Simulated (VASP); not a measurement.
## Hg12Te11Se (a cell with a defect): single point with PBE

Crystal: Hg12Te11Se (a cell with a defect).

```xyz
24
Lattice="9.3109 0.0000 0.0000 -4.6554 8.0635 0.0000 0.0000 0.0000 10.4232" Properties=species:S:1:pos:R:3 pbc="T T T"
Hg    0.7478    1.2952    0.0000
Hg   -1.5787    5.3116   -0.0203
Hg    5.3893    1.2886    0.0203
Hg    3.0542    5.2901    0.0000
Hg   -1.5574    2.7472    6.9218
Hg   -3.9165    6.7986    6.9371
Hg    2.9901    2.7443    6.8883
Hg    0.7449    6.7825    6.9607
Hg    3.1578    0.0249    3.5014
Hg    0.8816    3.9616    3.5349
Hg    7.8460    0.0075    3.4861
Hg    5.5014    4.0363    3.4625
Se    1.1679    2.0229    5.2116
Te   -1.2166    5.9823    5.2204
Te    5.7891    1.9376    5.2028
Te    3.4486    5.9731    5.2116
Te   -1.1859    2.1043    1.7635
Te   -3.5434    6.1210    1.7050
Te    3.4321    2.1089    1.7546
Te    1.1163    6.0570    1.7826
Te    2.4153    0.0251    8.6597
Te    0.1103    4.0267    8.6685
Te    7.0726   -0.0081    8.7182
Te    4.6874    3.9953    8.6406
```

| Property | Result |
| --- | --- |
| Program | VASP 6.6.1 |
| Task | single point |
| Functional | PBE |
| Potentials or basis | VASP PAW PBE potentials, release 64 (Hg, Se, Te) |
| Cutoff | 520 eV |
| k mesh | 3 × 3 × 2 |
| Occupations | fermi-dirac, width 0.01 eV |
| Spin | no spin polarisation |

```yaml
Pressure: 0.5 GPa
Largest_force: 0.039 eV/Å
Band_gap_on_the_k_mesh: 0.58 eV, indirect (least direct gap 0.73 eV)
```

Forces in eV/Å, atoms in the order of the input:
```
Hg   0.002  0.004  0.000
Hg   0.005  0.010  0.007
Hg   0.006  0.010 -0.007
Hg   0.013  0.023  0.000
Hg  -0.009  0.003  0.005
Hg   0.012 -0.015  0.006
Hg  -0.005  0.008  0.010
Hg   0.002 -0.009 -0.004
Hg   0.007 -0.006 -0.005
Hg   0.010  0.000 -0.010
Hg  -0.019  0.003 -0.006
Hg  -0.009 -0.003  0.004
Se  -0.015 -0.026  0.000
Te  -0.020 -0.014  0.005
Te  -0.002 -0.024 -0.005
Te  -0.015 -0.026  0.000
Te  -0.014  0.021 -0.007
Te  -0.016  0.022 -0.010
Te  -0.017  0.020  0.008
Te  -0.030  0.022  0.010
Te   0.026 -0.002  0.007
Te   0.026 -0.004 -0.008
Te   0.027 -0.002  0.010
Te   0.034 -0.015 -0.010
```

Stress tensor (GPa, compression positive):
```
 0.52  0.03 -0.04
 0.03  0.55  0.02
-0.04  0.02  0.34
```

Levels at points of the mesh, in eV from the valence-band top:
```tsv
k point	band 106	band 107	band 108	band 109	band 110	band 111
(0.00, 0.00, 0.00)	-0.23	-0.17	-0.15	0.58	0.74	0.77
(0.00, 0.00, 0.50)	-0.27	-0.26	0.00	0.94	1.03	1.04
```

Wall time 13 min on 1 thread of AMD EPYC 9R45 96-Core Processor (Zen 5), on a shared host, peak memory 1.1 GiB.

Caveat: spin-orbit coupling is left out, which moves the levels of the heavy elements. As with any semilocal functional, this PBE gap is likely too small.
